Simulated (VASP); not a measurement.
VASP ran on this input.

File POSCAR:
```
WS2
1.0
  1.5806912245  -2.7378374892   0.0000000000
  1.5806912245   2.7378374892   0.0000000000
  0.0000000000   0.0000000000  12.3914813326
W S
2 4
direct
  0.3333330000   0.6666670000   0.2500000000
  0.6666670000   0.3333330000   0.7500000000
  0.3333330000   0.6666670000   0.8760639101
  0.6666670000   0.3333330000   0.3760639101
  0.6666670000   0.3333330000   0.1239360899
  0.3333330000   0.6666670000   0.6239360899
```

### INCAR
```
# general
SYSTEM   = WS2
PREC     = Accurate
ENCUT    = 520   # plane-wave cut-off (eV)
LREAL    = .FALSE.
LASPH    = .TRUE.

# electronic loop
EDIFF    = 1E-7   # SCF stop (eV)
NELM     = 100
ALGO     = Normal   # blocked Davidson
LMAXMIX  = 6   # l cut-off of mixed one-centre charges

# smearing
ISMEAR   = 0   # Gaussian
SIGMA    = 0.05   # width (eV)

# functional
GGA      = BO
LUSE_VDW = .TRUE.
AGGAC    = 0.0
PARAM1   = 0.1833333333
PARAM2   = 0.22

# ions
IBRION   = 2
NSW      = 30
ISIF     = 4
EDIFFG   = -0.01

# output
LWAVE    = .FALSE.
LCHARG   = .FALSE.
```

**KPOINTS**
```
Automatic mesh
0
Gamma
8 8 2
0 0 0
```

POTCAR, in this order: W_sv S (PBE.64 set). Program: vasp_std.

Problem. Write an equivalent input for Quantum ESPRESSO's pw.x.

Solution. One equivalent input (not run):
```
&CONTROL
  calculation = 'vc-relax'
  pseudo_dir = './pseudo'
  outdir = './out'
  tprnfor = .true.
  tstress = .true.
  nstep = 30
  forc_conv_thr = 0.00039
/
&SYSTEM
  ibrav = 0
  nat = 6
  ntyp = 2
  ecutwfc = 74
  occupations = 'smearing'
  smearing = 'gaussian'
  degauss = 0.003675
  input_dft = 'vdw-df-obk8'
/
&ELECTRONS
  conv_thr = 7.3e-09
  electron_maxstep = 100
/
&IONS
/
&CELL
  cell_dofree = 'shape'
/
ATOMIC_SPECIES
  W 183.840 W.upf
  S 32.060 S.upf
CELL_PARAMETERS angstrom
     1.5806912   -2.7378375    0.0000000
     1.5806912    2.7378375    0.0000000
     0.0000000    0.0000000   12.3914813
ATOMIC_POSITIONS crystal
  W    0.3333330  0.6666670  0.2500000
  W    0.6666670  0.3333330  0.7500000
  S    0.3333330  0.6666670  0.8760639
  S    0.6666670  0.3333330  0.3760639
  S    0.6666670  0.3333330  0.1239361
  S    0.3333330  0.6666670  0.6239361
K_POINTS automatic
  8 8 2 0 0 0
```
What does not carry over: the potentials are each code's own (VASP's PAW set, PseudoDojo norm-conserving files in pw.x), so ENCUT and ecutwfc are chosen apart and not converted; conv_thr bounds pw.x's estimated SCF error, while EDIFF bounds the energy change between steps; forc_conv_thr acts on force components and is met together with etot_conv_thr.

The compound is WS2 in the 2H layered structure. This cell is one point of a volume scan, at 0.97 of the reference volume. Symmetry was kept, so distortions that lower it aren't found.
